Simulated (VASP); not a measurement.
Data:

```xyz
5
Lattice="3.8403 0.0000 0.0000 0.0000 3.8403 0.0000 0.0000 0.0000 3.8403" Properties=species:S:1:pos:R:3 pbc="T T T"
K      0.0000     0.0000     0.0000
Ta     1.9202     1.9202     1.9202
O      1.9202     0.0000     1.9202
O      0.0000     1.9202     1.9202
O      1.9202     1.9202     0.0000
```

Method: PBEsol GGA, VASP's PBE PAW potentials (set 64) (plane waves; VASP). Settings: 620 eV cut-off, 6×6×6 Γ-centred mesh, Gaussian smearing of 0.050 eV, potentials K_sv Ta_pv O.

Energy and stress use the plane-wave basis of the starting cell.

The ions, cell shape and volume at an external pressure of 45.0 GPa are relaxed. Predict the relaxed structure.

```xyz
5
Lattice="3.7873 0.0000 0.0000 0.0000 3.7873 0.0000 0.0000 0.0000 3.7873" Properties=species:S:1:pos:R:3 pbc="T T T"
K      0.0000     0.0000     0.0000
Ta     1.8937     1.8937     1.8937
O      1.8937     0.0000     1.8937
O      0.0000     1.8937     1.8937
O      1.8937     1.8937     0.0000
```
Space group Pm-3m (221), at a tolerance of 0.03 Å.

How do energy and volume change from the first to the last step?

The energy (σ→0) changes by +107.4 meV/atom and the volume by -4.1 %, in 4 ionic steps.

The compound is KTaO3 in the cubic perovskite structure. This run relaxes it under an external pressure of 45 GPa. Symmetry was kept, so distortions that lower it aren't found.
